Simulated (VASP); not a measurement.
These are RPBE GGA, VASP's PBE PAW potentials (set 64) (plane waves; VASP) values and carry that method's errors.

VASP input:

**POSCAR**
```
GaN
1.0
  0.0000000000   2.2600000000   2.2600000000
  2.2600000000   0.0000000000   2.2600000000
  2.2600000000   2.2600000000   0.0000000000
Ga N
1 1
Cartesian
  0.0000000000   0.0000000000   0.0000000000
  1.1300000000   1.1300000000   1.1300000000
```

INCAR:
```
# general
SYSTEM  = GaN
PREC    = Accurate
ENCUT   = 520   # plane-wave cut-off (eV)
LREAL   = .FALSE.
LASPH   = .TRUE.   # aspherical one-centre terms

# electronic loop
EDIFF   = 1E-6
NELM    = 100   # most electronic steps
ALGO    = Normal   # blocked Davidson
LMAXMIX = 4   # l cut-off of mixed one-centre charges

# smearing
ISMEAR  = 0   # Gaussian
SIGMA   = 0.05

# functional
GGA     = RP   # RPBE

# ions
IBRION  = 2
NSW     = 60
ISIF    = 3   # ions, shape and volume
EDIFFG  = -0.01   # ionic stop

# output
LWAVE   = .FALSE.
LCHARG  = .FALSE.
```

KPOINTS:
```
Automatic mesh
0
Gamma
9 9 9
0 0 0
```

POTCAR, in this order: Ga_d N (PBE.64 set). Program: vasp_std.

Energy and stress use the plane-wave basis of the starting cell.

**Question.** Estimate the energy per atom (σ→0), volume per atom, band gap (on the k-mesh).

**Answer.** 
```json
{
  "energy per atom (σ→0)": "-5668 meV/atom",
  "band gap (on the k-mesh)": "1.46 eV",
  "volume_per_atom": "12.03 Å³/atom"
}
```

**OSZICAR**
```
...
DAV:   1    -0.115000857320E+02   -0.17795E+00   -0.22002E+00  1080   0.398E+01    0.251E+00
DAV:   2    -0.113698020994E+02    0.13028E+00   -0.22228E-01  1110   0.153E+01    0.111E+00
DAV:   3    -0.113391905104E+02    0.30612E-01   -0.36545E-02  1130   0.705E+00    0.289E-01
DAV:   4    -0.113351347700E+02    0.40557E-02   -0.47253E-03  1144   0.115E+00    0.220E-02
DAV:   5    -0.113351628344E+02   -0.28064E-04   -0.34507E-04  1129   0.271E-01    0.190E-02
DAV:   6    -0.113351568907E+02    0.59437E-05   -0.11660E-05  1038   0.412E-02    0.104E-02
DAV:   7    -0.113351574465E+02   -0.55583E-06   -0.36077E-06  1084   0.313E-02
   3 F= -.11335157E+02 E0= -.11335157E+02  d E =-.212619E-01
```

The compound is GaN in the zinc blende structure, a metastable form; wurtzite is the usual one. This run relaxes it. Symmetry was kept, so distortions that lower it aren't found.
